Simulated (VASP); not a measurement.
Here is the system:

```xyz
17
Lattice="5.5447 0.0000 0.0000 2.7724 4.8019 0.0000 0.0000 0.0000 20.8104" Properties=species:S:1:pos:R:3 pbc="T T T"
Re     0.0000     1.6006     7.0407
Re     2.7724     1.6006     7.0407
Re     1.3862     4.0016     7.0407
Re     4.1586     4.0016     7.0407
Re     0.0000     0.0000     9.2837
Re     2.7724     0.0000     9.2837
Re     1.3862     2.4009     9.2837
Re     4.1586     2.4009     9.2837
Re     0.0000     1.6006    11.5267
Re     2.7724     1.6006    11.5267
Re     1.3862     4.0016    11.5267
Re     4.1586     4.0016    11.5267
Re     0.0000     0.0000    13.7697
Re     2.7724     0.0000    13.7697
Re     1.3862     2.4009    13.7697
Re     4.1586     2.4009    13.7697
Cl     1.3862     0.8003    15.2965
```

Level of theory: PBE GGA, VASP's PBE PAW potentials (set 64) (plane waves; VASP). Run with PREC = Normal, EDIFF = 1E-5, 400 eV cut-off, 6×6×1 Γ-centred mesh, first-order Methfessel-Paxton smearing of 0.10 eV, potentials Re Cl.

### Question
The ions are relaxed. Predict the relaxed structure.

### Answer

```xyz
17
Lattice="5.5447 0.0000 0.0000 2.7724 4.8019 0.0000 0.0000 0.0000 20.8104" Properties=species:S:1:pos:R:3 pbc="T T T"
Re     5.5438     1.6011     7.1075
Re     2.7733     1.6011     7.1075
Re     6.9309     4.0016     7.1134
Re     4.1586     4.0005     7.1075
Re     8.3168     4.8017     9.2039
Re     5.5451     4.8017     9.2039
Re     6.9309     2.4013     9.2039
Re     4.1586     2.4009     9.2046
Re     5.5501     1.5975    11.5590
Re     2.7670     1.5975    11.5590
Re     6.9309     4.0016    11.5289
Re     4.1586     4.0078    11.5590
Re     0.0059     0.0034    13.6737
Re     2.7665     0.0034    13.6737
Re     1.3862     2.3941    13.6737
Re     4.1586     2.4009    13.6098
Cl     1.3862     0.8003    15.6904
```

### Question
How much energy does the relaxation gain?

### Answer
The energy (σ→0) changes by -128.3 meV/atom, in 16 ionic steps.

| step | E(σ→0) (eV) | max force (eV/Å) | pressure (GPa) | volume (Å³) |
|---|---|---|---|---|
| 1 | -192.2289 | 6.539 | -2.83 | 554.08 |
| 2 | -193.9189 | 2.478 | -0.71 | 554.08 |
| 3 | -194.0989 | 1.338 | -1.90 | 554.08 |
| 4 | -194.3229 | 0.722 | -1.22 | 554.08 |
| 5 | -194.3250 | 0.704 | -1.08 | 554.08 |
| 6 | -194.3887 | 0.399 | -1.51 | 554.08 |
| 7 | -194.3889 | 0.408 | -1.54 | 554.08 |
| 8 | -194.4074 | 0.098 | -1.65 | 554.08 |
| 9 | -194.4074 | 0.099 | -1.66 | 554.08 |
| 10 | -194.4094 | 0.072 | -1.62 | 554.08 |
| 11 | -194.4094 | 0.054 | -1.61 | 554.08 |
| 12 | -194.4094 | 0.082 | -1.61 | 554.08 |
| 13 | -194.4100 | 0.066 | -1.66 | 554.08 |
| 14 | -194.4099 | 0.039 | -1.69 | 554.08 |
| 15 | -194.4100 | 0.037 | -1.68 | 554.08 |
| 16 | -194.4100 | 0.029 | -1.68 | 554.08 |

The cell is a thin slab with vacuum, built from Re (hcp): (001) face, Cl adsorbed.
